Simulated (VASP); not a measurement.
Computed with PBEsol GGA, VASP's PBE PAW potentials (set 64) (plane waves; VASP 6.6.1).

VASP input:

**POSCAR**
```
BeCo
1
    2.5717500000     0.0000000000     0.0000000000
    0.0000000000     2.5717500000     0.0000000000
    0.0000000000     0.0000000000     2.5717500000
Be Co
1 1
Direct
  0.0000000000   0.0000000000   0.0000000000
  0.5000000000   0.5000000000   0.5000000000
```

File KPOINTS:
```
Automatic mesh
0
Gamma
9 9 9
0 0 0
```

### INCAR
```
SYSTEM = BeCo
PREC = Accurate; ENCUT = 300; LREAL = .FALSE.
LASPH = .TRUE.
EDIFF = 1E-6; NELM = 100; ALGO = Normal
LMAXMIX = 4
ISMEAR = -1; SIGMA = 0.1
GGA = PS
ISPIN = 2
IBRION = 2; NSW = 50; ISIF = 3
EDIFFG = -0.01
LWAVE = .FALSE.; LCHARG = .FALSE.; LORBIT = 11
```

POTCAR, in this order: Be Co (PBE.64 set). Program: vasp_std. The INCAR's line for the spin-polarised start is left out here.

At this cut-off the stress carries a Pulay error, which pulls relaxed volumes low. The run has a spin-polarised start.

**Question.** What does the run give for the energy per atom (σ→0), cell moment, volume per atom, band gap (on the k-mesh)?

**Answer.** 
| Quantity | Value |
|---|---|
| energy per atom (σ→0) | -6.197 eV/atom |
| cell moment | 0.29 μB |
| band gap (on the k-mesh) | none (metal, semimetal or under 0.01 eV) |
| volume per atom | 8.45 Å³/atom |

**OSZICAR**
```
...
   2 F= -.12425520E+02 E0= -.12393331E+02  d E =-.300468E-03  mag=     0.2899
       N       E                     dE             d eps       ncg     rms          rms(c)
DAV:   1    -0.124277704564E+02   -0.22508E-02   -0.28406E-02  1726   0.256E+00    0.395E-01
DAV:   2    -0.124289872225E+02   -0.12168E-02   -0.63418E-02  1765   0.318E+00    0.425E-01
DAV:   3    -0.124257214700E+02    0.32658E-02   -0.22645E-02  1746   0.194E+00    0.598E-02
DAV:   4    -0.124256632172E+02    0.58253E-04   -0.11126E-04  1632   0.948E-02    0.188E-02
DAV:   5    -0.124256624620E+02    0.75528E-06   -0.55264E-06  1620   0.200E-02
   3 F= -.12425662E+02 E0= -.12393339E+02  d E =-.442523E-03  mag=     0.2914
```

The structure comes from a computed database's BeCo entry (Pm-3m); how it stands against other phases isn't given here. This run relaxes it. Symmetry was kept, so distortions that lower it aren't found. The run is one of a series of settings (EDIFFG = -0.01, IBRION = 2, ISIF = 3, NSW = 50 against the base run), some of them coarse on purpose.
